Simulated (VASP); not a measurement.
Level of theory: revTPSS meta-GGA, VASP's PBE PAW potentials (set 64) (plane waves; VASP 6.6.1).

VASP ran on this input.

**KPOINTS**
```
Automatic
0
G
12 12 7
0 0 0
```

POSCAR:
```
Er
1
    1.7309775079    -2.9981405714     0.0000000000
    1.7309775079     2.9981405714     0.0000000000
    0.0000000000     0.0000000000     5.3413581461
Er
2
Direct
  0.3333330000   0.6666670000   0.2500000000
  0.6666670000   0.3333330000   0.7500000000
```

INCAR:
```
ALGO = Normal
EDIFF = 1E-7
EDIFFG = -0.01
ENCUT = 520
IBRION = 2
ISIF = 4
ISMEAR = 1
LASPH = .True.
LCHARG = .False.
LMAXMIX = 6
LMIXTAU = .True.
LREAL = .False.
LWAVE = .False.
METAGGA = RTPSS
NELM = 100
NSW = 30
PREC = Accurate
SIGMA = 0.1
SYSTEM = Er
```

POTCAR, in this order: Er_3 (PBE.64 set). Program: vasp_std.

The 4f electrons are frozen in the core of the lanthanide potential, so 4f levels, which can set the real gap, and their magnetism are missing.

Task: Predict the energy per atom (σ→0), band gap (on the k-mesh).

Result: 
```yaml
energy per atom (σ→0): 29.276 eV/atom
band gap (on the k-mesh): none (metal, semimetal or under 0.01 eV)
```

File OSZICAR:
```
...
DAV:   3     0.585518317719E+02    0.52441E-03   -0.10596E-03  3425   0.314E-01    0.109E-01
DAV:   4     0.585519325908E+02    0.10082E-03   -0.14584E-04  3300   0.147E-01    0.174E-02
DAV:   5     0.585518518241E+02   -0.80767E-04   -0.91580E-05  3114   0.109E-01    0.199E-02
DAV:   6     0.585518407216E+02   -0.11103E-04   -0.81493E-06  3074   0.357E-02    0.177E-03
DAV:   7     0.585518411014E+02    0.37988E-06   -0.11647E-06  3028   0.972E-03    0.370E-03
DAV:   8     0.585518402612E+02   -0.84022E-06   -0.39851E-07  2791   0.586E-03    0.460E-04
DAV:   9     0.585518402286E+02   -0.32658E-07   -0.11605E-08  1318   0.233E-03
   3 F= 0.58551840E+02 E0= 0.58552158E+02  d E =-.197943E-02
```

The compound is Er in the hcp structure. This cell is one point of a volume scan, at 0.94 of the reference volume. Symmetry was kept, so distortions that lower it aren't found.
